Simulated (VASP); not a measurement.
Data:

```xyz
4
Lattice="4.0294 0.0000 0.0000 -2.0147 3.4895 0.0000 0.0000 0.0000 6.4279" Properties=species:S:1:pos:R:3 pbc="T T T"
Mg     2.0147     1.1632     3.1907
Mg     0.0000     2.3264     6.4047
S      0.0000     2.3264     2.4336
S      2.0147     1.1632     5.6476
```

Level of theory: r2SCAN meta-GGA, VASP's PBE PAW potentials (set 64) (plane waves; VASP). Settings: 400 eV cut-off, 8×8×5 Γ-centred mesh, Gaussian smearing of 0.010 eV, potentials Mg S.

Problem. Give the direction-averaged independent-particle dielectric function (no local fields, no excitons; a broadening of 0.1 eV leaves a tail below the gap, and fine structure carries the noise of the k-mesh).

Solution. 
| ħω (eV) | ε₁ | ε₂ |
|---|---|---|
| 0.00 | 4.01 | 0.00 |
| 0.30 | 4.01 | 0.00 |
| 0.60 | 4.03 | 0.01 |
| 1.00 | 4.06 | 0.01 |
| 1.30 | 4.10 | 0.02 |
| 1.70 | 4.17 | 0.02 |
| 2.00 | 4.24 | 0.03 |
| 2.40 | 4.36 | 0.03 |
| 2.70 | 4.48 | 0.04 |
| 3.10 | 4.67 | 0.06 |
| 3.40 | 4.86 | 0.07 |
| 3.80 | 5.21 | 0.11 |
| 4.10 | 5.57 | 0.27 |
| 4.50 | 6.09 | 0.32 |
| 4.80 | 6.47 | 1.14 |
| 5.20 | 7.60 | 1.30 |
| 5.50 | 8.05 | 1.33 |
| 5.90 | 8.30 | 6.46 |
| 6.20 | 8.21 | 6.13 |
| 6.60 | 4.36 | 10.04 |
| 6.90 | 2.82 | 6.41 |
| 7.30 | 2.78 | 7.07 |
| 7.60 | 2.86 | 6.78 |
| 8.00 | 1.29 | 6.62 |
ε₂ peaks at 5.9 eV (height 6.5), 6.6 eV (height 10.0); ε₁(0) averages 4.01, so the electronic refractive index below the gap tends to √4.01 = 2.00.

The structure comes from a computed database's MgS entry (P6_3mc); how it stands against other phases isn't given here. It was relaxed first.
